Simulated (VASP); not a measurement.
```
Y
1.0
    1.82839    -3.16686     0.00000
    1.82839     3.16686     0.00000
    0.00000     0.00000     5.64381
Y
2
Cartesian
  1.82839   1.05562   1.41095
  1.82839  -1.05562   4.23286
```

Computed with PBE GGA, VASP's PBE PAW potentials (set 64) (plane waves; VASP 6.6.1). Numerical set-up: 480 eV cut-off, 10×10×6 Γ-centred mesh, first-order Methfessel-Paxton smearing of 0.10 eV, potentials Y_sv.

Energy and stress use the plane-wave basis of the starting cell.

Q: The ions, cell shape and volume at an external pressure of 5.0 GPa are relaxed. Give the cell that the relaxation ends in.

A: 
```
Y
1.0
    1.76751    -3.06142     0.00000
    1.76751     3.06142     0.00000
    0.00000     0.00000     5.45596
Y
2
Direct
  0.33333   0.66667   0.25000
  0.66667   0.33333   0.75000
```
Space group P6_3/mmc (194), at a tolerance of 0.03 Å.

Q: How do energy and volume change from the first to the last step?

A: The energy (σ→0) changes by +46.9 meV/atom and the volume by -9.7 %, in 3 ionic steps.

The compound is Y in the hcp structure. This run relaxes it under an external pressure of 5 GPa. Symmetry was kept, so distortions that lower it aren't found.
